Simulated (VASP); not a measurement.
Level of theory: PBE GGA, VASP's PBE PAW potentials (set 64) (plane waves; VASP 6.6.1).

VASP ran on this input.

File KPOINTS:
```
Automatic mesh
0
Gamma
4 4 4
0 0 0
```

### INCAR
```
# general
SYSTEM   =  Sr3Pt
PREC     =  Accurate
ENCUT    =  300   # plane-wave cut-off (eV)
LREAL    =  .False.   # projection in real space or not
LASPH    =  .True.   # aspherical one-centre terms

# electronic loop
EDIFF    =  1E-6   # SCF stop (eV)
NELM     =  100
ALGO     =  Normal   # blocked Davidson
LMAXMIX  =  6   # l cut-off of mixed one-centre charges

# smearing
ISMEAR   =  0   # Gaussian
SIGMA    =  0.05

# functional
GGA      =  PE   # PBE

# ions
ISIF     =  2   # forces and stress, cell fixed

# output
LWAVE    =  .False.
LCHARG   =  .False.
```

### POSCAR
```
Sr3Pt
1
    5.2683500000     0.0000000000     0.0000000000
    0.0000000000     5.2683500000     0.0000000000
    0.0000000000     0.0000000000     5.2683500000
Sr Pt
3 1
Direct
  0.0000000000   0.5000000000   0.5000000000
  0.5000000000   0.5000000000   0.0000000000
  0.5000000000   0.0000000000   0.5000000000
  0.0000000000   0.0000000000   0.0000000000
```

POTCAR, in this order: Sr_sv Pt (PBE.64 set). Program: vasp_std.

The run wrote:

File OSZICAR:
```
       N       E                     dE             d eps       ncg     rms          rms(c)
DAV:   1     0.181007328677E+03    0.18101E+03   -0.14873E+04   512   0.967E+02
DAV:   2     0.489466828287E+01   -0.17611E+03   -0.17397E+03   576   0.256E+02
DAV:   3    -0.109545540875E+02   -0.15849E+02   -0.15687E+02   840   0.538E+01
DAV:   4    -0.115333216593E+02   -0.57877E+00   -0.57722E+00   656   0.105E+01
DAV:   5    -0.115479987115E+02   -0.14677E-01   -0.14674E-01   720   0.155E+00    0.239E+01
DAV:   6    -0.114401191541E+02    0.10788E+00   -0.41414E-01   568   0.335E+00    0.132E+01
DAV:   7    -0.114560027241E+02   -0.15884E-01   -0.99748E-01   624   0.342E+00    0.432E+00
DAV:   8    -0.113757019216E+02    0.80301E-01   -0.59508E-01   608   0.269E+00    0.540E-01
DAV:   9    -0.113780418340E+02   -0.23399E-02   -0.25454E-02   688   0.500E-01    0.332E-01
DAV:  10    -0.113781241705E+02   -0.82337E-04   -0.26942E-03   608   0.220E-01    0.958E-02
DAV:  11    -0.113781713060E+02   -0.47135E-04   -0.23502E-04   672   0.676E-02    0.565E-02
DAV:  12    -0.113781842228E+02   -0.12917E-04   -0.45055E-05   648   0.287E-02    0.145E-02
DAV:  13    -0.113781840369E+02    0.18592E-06   -0.29240E-06   592   0.598E-03
   1 F= -.11378184E+02 E0= -.11375150E+02  d E =-.606713E-02
```

**OUTCAR**
```
------------------------ aborting loop because EDIFF is reached ----------------------------------------
  FORCE on cell =-STRESS in cart. coord.  units (eV):
  Direction    XX          YY          ZZ          XY          YZ          ZX
  --------------------------------------------------------------------------------------
  Total       -1.3216372     -1.3216372     -1.3216372     -0.0000000     -0.0000000     -0.0000000
  in kB      -14.4810140    -14.4810140    -14.4810140     -0.0000000     -0.0000000     -0.0000000
  external PRESSURE =     -14.4810140 kB  Pullay stress =       0.0000000 kB
  volume of cell :      146.23
      direct lattice vectors                 reciprocal lattice vectors
     5.268350000  0.000000000  0.000000000     0.189812750  0.000000000  0.000000000
     0.000000000  5.268350000  0.000000000     0.000000000  0.189812750  0.000000000
     0.000000000  0.000000000  5.268350000     0.000000000  0.000000000  0.189812750
 POSITION                                       TOTAL-FORCE (eV/Angst)
 -----------------------------------------------------------------------------------
      0.00000      2.63417      2.63417         0.000000      0.000000      0.000000
      2.63417      2.63417      0.00000         0.000000      0.000000      0.000000
      2.63417      0.00000      2.63417         0.000000      0.000000      0.000000
      0.00000      0.00000      0.00000         0.000000      0.000000      0.000000
 -----------------------------------------------------------------------------------
    total drift:                                0.000000      0.000000     -0.000000
  FREE ENERGIE OF THE ION-ELECTRON SYSTEM (eV)
  ---------------------------------------------------
  free  energy   TOTEN  =       -11.3781840369 eV

  energy  without entropy=      -11.3721169036  energy(sigma->0) =      -11.37515047
```
(Selected blocks of OUTCAR.)

At this cut-off the stress carries a Pulay error, which pulls relaxed volumes low.

The structure was generated: Sr3Pt was put into an ordered model structure, which need not be its known phase. The cell was not relaxed at this level.
